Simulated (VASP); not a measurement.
Output of a VASP run:

### OSZICAR
```
       N       E                     dE             d eps       ncg     rms          rms(c)
DAV:   1     0.106746371351E+03    0.10675E+03   -0.88064E+03  1536   0.125E+03
DAV:   2     0.408327654767E+00   -0.10634E+03   -0.10130E+03  1656   0.281E+02
DAV:   3    -0.302537314841E+01   -0.34337E+01   -0.34020E+01  1731   0.514E+01
DAV:   4    -0.304511520353E+01   -0.19742E-01   -0.19739E-01  1636   0.401E+00
DAV:   5    -0.304533123783E+01   -0.21603E-03   -0.21603E-03  1781   0.442E-01    0.156E+01
DAV:   6    -0.288682376882E+01    0.15851E+00   -0.38554E-01  1631   0.995E+00    0.107E+01
DAV:   7    -0.287623455061E+01    0.10589E-01   -0.88646E-02  1666   0.295E+00    0.135E+00
DAV:   8    -0.287401254609E+01    0.22220E-02   -0.16893E-02  1601   0.198E+00    0.519E-01
DAV:   9    -0.287395298012E+01    0.59566E-04   -0.10162E-03  1646   0.325E-01    0.967E-02
DAV:  10    -0.287395518035E+01   -0.22002E-05   -0.17435E-05  1701   0.479E-02    0.350E-02
DAV:  11    -0.287395616504E+01   -0.98469E-06   -0.81985E-07  1083   0.984E-03
   1 F= 0.45632921E+01 E0= 0.45631674E+01  d E =0.456329E+01
```

OUTCAR:
```
------------------------ aborting loop because EDIFF is reached ----------------------------------------
  FORCE on cell =-STRESS in cart. coord.  units (eV):
  Direction    XX          YY          ZZ          XY          YZ          ZX
  --------------------------------------------------------------------------------------
  Total        7.4148864      7.4148864      7.4148864     -0.0000000      0.0000000     -0.0000000
  in kB      299.0979792    299.0979792    299.0979792     -0.0000000      0.0000000     -0.0000000
  external PRESSURE =      -0.9020208 kB  Pullay stress =     300.0000000 kB
  volume of cell :       39.72
      direct lattice vectors                 reciprocal lattice vectors
     3.411933323  0.000000000  0.000000000     0.293088963  0.000000000  0.000000000
     0.000000000  3.411933323  0.000000000     0.000000000  0.293088963  0.000000000
     0.000000000  0.000000000  3.411933323     0.000000000  0.000000000  0.293088963
 POSITION                                       TOTAL-FORCE (eV/Angst)
 -----------------------------------------------------------------------------------
      0.00000      0.00000      0.00000         0.000000      0.000000      0.000000
      1.70597      1.70597      1.70597         0.000000      0.000000      0.000000
 -----------------------------------------------------------------------------------
    total drift:                               -0.000000      0.000000     -0.000000
  FREE ENERGIE OF THE ION-ELECTRON SYSTEM (eV)
  ---------------------------------------------------
  free  energy   TOTEN  =        -2.8739561650 eV

  energy  without entropy=       -2.8743302153  energy(sigma->0) =       -2.87408085
  enthalpy is  TOTEN    =         4.5632920965 eV   P V=        7.4372482616

 reached required accuracy - stopping structural energy minimisation
```
(Selected blocks of OUTCAR.)

**POSCAR**
```
HgTe
1
    3.4119333233    -0.0000000000    -0.0000000000
   -0.0000000000     3.4119333233    -0.0000000000
    0.0000000000     0.0000000000     3.4119333233
Hg Te
1 1
Direct
  0.0000000000   0.0000000000   0.0000000000
  0.5000000000   0.5000000000   0.5000000000
```

Write an INCAR and KPOINTS that could have produced this output.

One answer among several that fit: the input of the run itself, PBEsol GGA, plane waves, VASP's PBE PAW potentials (set 64).

**KPOINTS**
```
Automatic mesh
0
Gamma
11 11 11
0 0 0
```

**INCAR**
```
SYSTEM = HgTe
PREC = Accurate
ENCUT = 500
EDIFF = 1E-6
NELM = 100
ALGO = Normal
LREAL = .FALSE.
LASPH = .TRUE.
ISMEAR = 1
SIGMA = 0.1
GGA = PS
LMAXMIX = 6
LWAVE = .FALSE.
LCHARG = .FALSE.
IBRION = 2
ISIF = 3
NSW = 40
EDIFFG = -0.02
PSTRESS = 300
```

POTCAR, in this order: Hg Te (PBE.64 set). Program: vasp_std.

The structure was generated: HgTe was put into the CsCl type type (Pm-3m), which need not be its known phase. It was relaxed first under an external pressure of 30 GPa.
